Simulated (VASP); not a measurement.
# CaO (Lime): excitons from the Bethe-Salpeter equation

What does the electron-hole attraction do to the spectrum of CaO (Lime)? The cell is of the rock-salt type, one of the forms listed for this formula. The start is a cell from a database of measured crystal structures.

Main program and level: VASP 6.6.1; PBE; plane waves and PAW (Ca_sv_GW, O_GW), in the first sound run; inputs show where later runs differ.

This is a report of a sequence of runs, with most program output left out.

## Step 1: The starting structure

It takes space group Fm-3m (No. 225, cubic). Conventional cell: a = 4.813 Å, b = 4.813 Å, c = 4.813 Å, α = 90.00°, β = 90.00°, γ = 90.00°. Nearest to Ca lie 6 O at 2.41 Å. O has 6 Ca at 2.41 Å nearest. Farther neighbours and most contacts between anions are not listed.

Structure file:

```xyz
2
Lattice="0.0000 2.4065 2.4065 2.4065 0.0000 2.4065 2.4065 2.4065 0.0000" Properties=species:S:1:pos:R:3 pbc="T T T"
Ca    0.0000    0.0000    0.0000
O     2.4065    2.4065    2.4065
```

## Step 2: Ground state

The orbitals come from a self-consistent PBE run with a tight EDIFF and a narrow smearing. KPOINTS_OPT adds the bands along a path, which shows whether the mesh holds the band edges.

The input, INCAR:

```
SYSTEM = CaO
PREC = Accurate
ENCUT = 440
EDIFF = 1E-08
NELM = 100
ISMEAR = 0
SIGMA = 0.01
LREAL = .FALSE.
ALGO = Normal
GGA = PE
NBANDS = 14
LORBIT = 11
LWAVE = .TRUE.
LCHARG = .FALSE.
KPAR = 8
```

The input, POSCAR:

```
CaO
1.0
    0.0000000000      2.4065000000      2.4065000000
    2.4065000000      0.0000000000      2.4065000000
    2.4065000000      2.4065000000      0.0000000000
Ca O
1 1
Direct
    0.0000000000      0.0000000000      0.0000000000
    0.5000000000      0.5000000000      0.5000000000
```

The input, KPOINTS:

```
Automatic mesh
0
Gamma
4 4 4
0 0 0
```

The input, KPOINTS_OPT:

```
Line mode
12
Line-mode
Reciprocal
  0.00000000   0.00000000   0.00000000 GAMMA
  0.50000000   0.00000000   0.50000000 X

  0.50000000   0.00000000   0.50000000 X
  0.50000000   0.25000000   0.75000000 W

  0.50000000   0.25000000   0.75000000 W
  0.37500000   0.37500000   0.75000000 K

  0.37500000   0.37500000   0.75000000 K
  0.00000000   0.00000000   0.00000000 GAMMA

  0.00000000   0.00000000   0.00000000 GAMMA
  0.50000000   0.50000000   0.50000000 L

  0.50000000   0.50000000   0.50000000 L
  0.62500000   0.25000000   0.62500000 U

  0.62500000   0.25000000   0.62500000 U
  0.50000000   0.25000000   0.75000000 W

  0.50000000   0.25000000   0.75000000 W
  0.50000000   0.50000000   0.50000000 L

  0.50000000   0.50000000   0.50000000 L
  0.37500000   0.37500000   0.75000000 K

  0.62500000   0.25000000   0.62500000 U
  0.50000000   0.00000000   0.50000000 X
```

PAW data sets: Ca_sv_GW and O_GW (PBE family, release 64).

Run with:

```
$ mpirun -np 8 vasp_std
```

It took 3.8 s on 8 MPI ranks of AMD EPYC 9R45, shared host; peak memory 0.94 GiB; 26 s of CPU time.

Numbers from this step:

```
free energy (TOTEN)               : -17.77 eV
Fermi energy                      : 4.687 eV
pressure                          : -1.689 GPa
least gap on mesh and path        : 3.647 eV
least direct gap on mesh and path : 4.027 eV
```

The highest empty bands on the path are converged less tightly, to about 0.1 eV. Electronic bands along the path, in eV, zero at the valence-band top; v1 is the highest filled band, c1 the lowest empty one:

```csv
point,v3,v2,v1,c1,c2,c3,c4
Γ,0.00,0.00,0.00,4.69,6.22,6.22,6.22
0.45 of the way,-1.59,-0.27,-0.27,4.88,6.37,7.80,7.80
X,-1.31,-0.38,-0.38,3.65,8.01,8.87,9.50
0.45 of the way,-1.28,-0.78,-0.62,4.34,8.22,8.44,9.30
W,-1.27,-1.07,-1.07,6.30,6.30,8.35,9.50
0.45 of the way,-1.30,-1.17,-0.89,5.52,7.23,8.41,9.36
K,-1.33,-1.22,-0.78,5.13,7.97,8.53,9.02
0.45 of the way,-1.91,-0.99,-0.64,6.17,7.17,7.36,8.14
Γ,0.00,0.00,0.00,4.69,6.22,6.22,6.22
0.45 of the way,-1.34,-0.57,-0.57,6.18,6.57,7.02,7.02
L,-2.62,-1.19,-1.19,7.03,8.33,8.33,8.45
0.45 of the way,-2.23,-1.15,-1.08,6.66,7.31,8.48,9.05
U,-1.33,-1.22,-0.78,5.13,7.97,8.53,9.02
0.45 of the way,-1.31,-1.19,-0.86,5.40,7.41,8.44,9.30
W,-1.27,-1.07,-1.07,6.30,6.30,8.35,9.50
0.45 of the way,-1.95,-1.11,-1.03,6.68,6.72,8.81,8.83
L,-2.62,-1.19,-1.19,7.03,8.33,8.33,8.45
0.45 of the way,-2.23,-1.15,-1.08,6.66,7.31,8.48,9.05
K,-1.33,-1.22,-0.78,5.13,7.97,8.53,9.02
jump to U,-1.33,-1.22,-0.78,5.13,7.97,8.53,9.02
0.45 of the way,-1.29,-0.75,-0.53,4.15,8.23,8.82,9.16
X,-1.31,-0.38,-0.38,3.65,8.01,8.87,9.50
```

Of the projections kept (Ca, O), the largest for each band there; the rest of the weight can lie on other orbitals:

```csv
point,v3,v2,v1,c1,c2,c3,c4
Γ,O 0.99,O 0.99,O 0.99,Ca 0.78,Ca 1.00,Ca 1.00,Ca 1.00
X,O 0.88,O 0.96,O 0.96,Ca 1.00,Ca 0.89,Ca 1.00,Ca 1.00
W,O 0.82,O 0.88,O 0.88,Ca 0.82,Ca 0.82,Ca 0.92,Ca 1.00
K,O 0.82,O 0.87,O 0.89,Ca 0.86,Ca 0.81,Ca 0.89,Ca 1.00
Γ,O 0.99,O 0.99,O 0.99,Ca 0.78,Ca 1.00,Ca 1.00,Ca 1.00
L,O 0.67,O 0.83,O 0.83,Ca 0.68,Ca 0.93,Ca 0.93,Ca 0.64
```

The cell has a gap of 3.65 eV on mesh and path.

## Step 3: Empty bands

ALGO = Exact makes the empty bands from the converged ground state in one step. LOPTICS writes the k-derivatives of the orbitals (WAVEDER), which give the long-wavelength limit of the screening.

The input, INCAR:

```
SYSTEM = CaO
PREC = Accurate
ENCUT = 440
ISMEAR = 0
SIGMA = 0.01
LREAL = .FALSE.
GGA = PE
NBANDS = 64
ALGO = Exact
NELM = 1
LWAVE = .TRUE.
LCHARG = .FALSE.
LOPTICS = .TRUE.
NEDOS = 1000
CSHIFT = 0.1
```

POSCAR is that of step 2.

KPOINTS is that of step 2.

Run with:

```
$ mpirun -np 8 vasp_std
```

Run time: 1.8 s. Hardware: 8 MPI ranks; peak memory 0.81 GiB; 10 s of CPU time.

The gap is read on the k-mesh alone, so it is an upper bound where the band edges lie off the mesh.

A gap read on the k-mesh alone can miss the band edges.

Numbers from this step:

```yaml
gap_on_the_k_mesh: 3.647 eV
least_direct_gap_on_the_k_mesh: 4.027 eV
```

WAVECAR now holds 64 bands for 16 electrons. Its independent-particle dielectric tensor has xx, yy, zz = 4.0, 4.0, 4.0 on this mesh, which isn't tested for convergence in mesh or bands and lacks local fields.

## Step 4: G0W0

This step: G0W0 on PBE; plane waves and PAW (Ca_sv_GW, O_GW) (VASP 6.6.1).

One pass of GW corrects the levels to first order, with G and W from the starting orbitals. LWAVE keeps the quasiparticle levels in WAVECAR, and the W files hold the screened interaction for the next step.

The input, INCAR:

```
SYSTEM = CaO
PREC = Accurate
ENCUT = 440
ISMEAR = 0
SIGMA = 0.01
LREAL = .FALSE.
GGA = PE
NBANDS = 64
ALGO = EVGW0
NELMGW = 1
ENCUTGW = 100
NOMEGA = 48
PRECFOCK = Fast
NBANDSGW = 16
LWAVE = .TRUE.
LCHARG = .FALSE.
```

POSCAR is that of step 3.

KPOINTS is that of step 3.

Run with:

```
$ mpirun -np 8 vasp_std
```

Wall time 6 s (8 MPI ranks); peak memory 0.87 GiB; 43 s of CPU time.

This step gave:

```
quasiparticle gap on the mesh                 : 5.748 eV
smallest direct quasiparticle gap on the mesh : 6.095 eV
gap of the starting orbitals on the mesh      : 3.647 eV
```

GW takes the gap from 3.647 to 5.748 eV. The value holds for 64 bands, ENCUTGW = 100 eV and this mesh, and isn't shown to be converged in them.

## Step 5: BSE, Tamm-Dancoff

This step: BSE on G0W0 on PBE; plane waves and PAW (Ca_sv_GW, O_GW) (VASP 6.6.1).

The Bethe-Salpeter equation adds the screened attraction of electron and hole to the quasiparticle pairs; ANTIRES = 0 leaves out the coupling to antiresonant pairs.

The input, INCAR:

```
SYSTEM = CaO
PREC = Accurate
ENCUT = 440
ISMEAR = 0
SIGMA = 0.01
LREAL = .FALSE.
GGA = PE
NBANDS = 64
ALGO = BSE
NBANDSO = 3
NBANDSV = 4
OMEGAMAX = 25
NEDOS = 1000
CSHIFT = 0.1
PRECFOCK = Fast
LWAVE = .FALSE.
LCHARG = .FALSE.
ENCUTGW = 100
ANTIRES = 0
```

POSCAR is that of step 4.

KPOINTS is that of step 4.

Run with:

```
$ mpirun -np 8 vasp_std
```

Elapsed: 1.8 s, on 8 MPI ranks; peak memory 0.89 GiB.

This step gave:

```yaml
lowest_excitation: 5.149 eV
direct_gap_less_the_lowest_excitation: 0.9463 eV
```

The imaginary dielectric function, xx has structure finer than the step of the table below, so its rows give means over 0.5 eV, whole bins alone (the curve runs from 0 to 25 eV). Peaks (eV: height): 5.18: 9.29, 6.38: 7.83, 7.51: 15.2, 9.83: 4.96, 10.51: 3.85, 11.39: 4.79.

From 3 filled and 4 empty bands alone, without any pair above OMEGAMAX = 25 eV, so strength is missing wherever others contribute; lines are broadened by CSHIFT, which also makes the tail under the first line. Table of imaginary dielectric function, xx by photon energy; means over each step:

photon energy (eV), imaginary dielectric function, xx and a bar:
```
      0.5        0.0 
      1.0        0.0 
      1.5        0.0 
      2.0        0.0 
      2.5        0.0 
      3.0        0.0 
      3.5        0.1 
      4.0        0.1 
      4.5        0.3 #
      5.0        4.2 ##############
      5.5        2.8 #########
      6.0        1.0 ###
      6.5        3.8 ############
      7.0        1.3 ####
      7.5        9.0 ##############################
      8.0        2.8 #########
      8.5        1.0 ###
      9.0        0.8 ###
      9.5        2.4 ########
     10.0        2.7 #########
     10.5        2.5 ########
     11.0        1.6 #####
     11.5        3.0 ##########
     12.0        1.9 ######
     12.5        0.5 ##
     13.0        0.4 #
     13.5        0.4 #
     14.0        0.1 
     14.5        0.0 
     15.0        0.0 
     15.5        0.0 
     16.0        0.0 
     16.5        0.0 
     17.0        0.0 
     17.5        0.0 
     18.0        0.0 
     18.5        0.0 
     19.0        0.0 
     19.5        0.0 
     20.0        0.0 
     20.5        0.0 
     21.0        0.0 
     21.5        0.0 
     22.0        0.0 
     22.5        0.0 
     23.0        0.0 
     23.5        0.0 
     24.0        0.0 
     24.5        0.0
```

Some of the lowest 40 states alone, with states under 2.5 meV apart joined, scaled to the strongest line shown. Exciton lines, with heights relative to the strongest:

| position (eV) | lines merged | oscillator strength |
| --- | --- | --- |
| 5.149 | 3 | 43 |
| 5.258 | 3 | 0.0 |
| 5.265 | 3 | 40 |
| 6.380 | 3 | 0.0 |
| 6.388 | 2 | 0.0 |
| 6.394 | 4 | 53 |
| 6.454 | 3 | 0.0 |
| 6.482 | 3 | 0.0 |
| 7.485 | 6 | 100 |
| 7.502 | 3 | 0.0 |
| 7.540 | 2 | 0.0 |
| 7.634 | 1 | 0.0 |

The lowest excitation lies at 5.149 eV, -946 meV against the direct gap of these orbitals. No second mesh in this session tests these energies, peaks and heights.

## Step 6: Independent quasiparticles

This step: BSE on G0W0 on PBE, independent quasiparticles; plane waves and PAW (Ca_sv_GW, O_GW) (VASP 6.6.1).

With LADDER and LHARTREE off the pairs don't interact at all, so the lowest line must equal the direct gap.

INCAR: that of step 5 with these lines changed.

```diff
@@ -19 +19,3 @@
 ANTIRES = 0
+LADDER = .FALSE.
+LHARTREE = .FALSE.
```

POSCAR is that of step 5.

KPOINTS is that of step 5.

Run with:

```
$ mpirun -np 8 vasp_std
```

Wall time 1 s (8 MPI ranks); peak memory 0.83 GiB.

This step gave:

| Quantity | Value |
| --- | --- |
| lowest excitation | 6.095 eV |

The imaginary dielectric function, xx has structure finer than the step of the table below, so its rows give means over 1 eV, whole bins alone (the curve runs from 0 to 25 eV). Peaks (eV: height): 6.2: 5.18, 7.4: 5.01, 8.6: 8.07, 8.9: 8.23, 9.3: 4.57, 12.5: 4.97, 12.9: 6.31.

From 3 filled and 4 empty bands alone, without any pair above OMEGAMAX = 25 eV, so strength is missing wherever others contribute; lines are broadened by CSHIFT, which also makes the tail under the first line. The imaginary dielectric function, xx by photon energy; means over each step:

| photon energy (eV) | imaginary dielectric function, xx |
| --- | --- |
| 1 | 0.00386 |
| 2 | 0.00861 |
| 3 | 0.0159 |
| 4 | 0.0307 |
| 5 | 0.0891 |
| 6 | 1.88 |
| 7 | 1.37 |
| 8 | 1.10 |
| 9 | 5.13 |
| 10 | 1.65 |
| 11 | 3.07 |
| 12 | 2.35 |
| 13 | 3.60 |
| 14 | 0.909 |
| 15 | 0.219 |
| 16 | 0.0395 |
| 17 | 0.0219 |
| 18 | 0.0144 |
| 19 | 0.0104 |
| 20 | 0.00782 |
| 21 | 0.00611 |
| 22 | 0.00491 |
| 23 | 0.00402 |
| 24 | 0.00334 |

The lowest excitation lies at 6.095 eV, +946 meV against the Tamm-Dancoff singlet. No second mesh in this session tests these energies, peaks and heights.

## Step 7: Summary

This step: BSE on G0W0 on PBE; plane waves and PAW (VASP 6.6.1).

This step runs nothing: it gathers the runs above.

Cost is wall time times ranks on a shared host, for this step alone, without the steps before it. Excitations by level:

```
                     level  first excitation (eV)  cost (core minutes)
         BSE, Tamm-Dancoff                  5.149                 0.24
independent quasiparticles                  6.095                 0.13
```

## Step 8: Outcome

| Item | Value |
| --- | --- |
| BSE, Tamm-Dancoff | lowest vertical excitation 5.149 eV; direct gap 6.095 eV |
| independent quasiparticles | lowest vertical excitation 6.095 eV; direct gap 6.095 eV |

The Bethe-Salpeter equation puts the lowest vertical singlet excitation at 5.149 eV, 0.95 eV below the direct gap of 6.095 eV; the states within 10 meV of it carry 43 % of the strength of the strongest such group among the lowest 40 states. Attraction and local fields together move the centre of weight of eps2 xx over the computed range by -1.93 eV against the run of independent quasiparticles. The spectra were run on one mesh, so the distance from the gap isn't shown to be converged; coarse meshes tend to overstate it. Bands, response cutoff and mesh of the GW step weren't tested in this session. Only vertical pairs enter; the least gap on the mesh is indirect, 5.748 eV, and its phonon-assisted absorption is absent. Only the bands set by NBANDSO and NBANDSV form pairs, and any pair above OMEGAMAX = 25 eV is dropped, so the spectrum is that of this window; the window can cut degenerate bands. Not tabulated here, as repeats of values shown or as unfit to read for their mesh, reference level or band range: eps2 curves (empty bands); eps1 curves and static values (BSE, empty bands, independent quasiparticles); line lists of runs without attraction (independent quasiparticles).

[Lines on the potential files, build, host, timing and source positions are cut from VASP's logs without a mark.]

[Logs are printed without paths, hosts, clocks, repeated set-up lines and the standing remarks that a program may print on its own settings, such as how far it seeks lower states.]

[Hosts, paths, dates, database ids (printed as entryN), source tags and the programs' standing remarks are cut or masked in the printed files.]

[Pressures printed for these runs are not shown converged in the cutoff: they can be off by several GPa and have the wrong sign.]
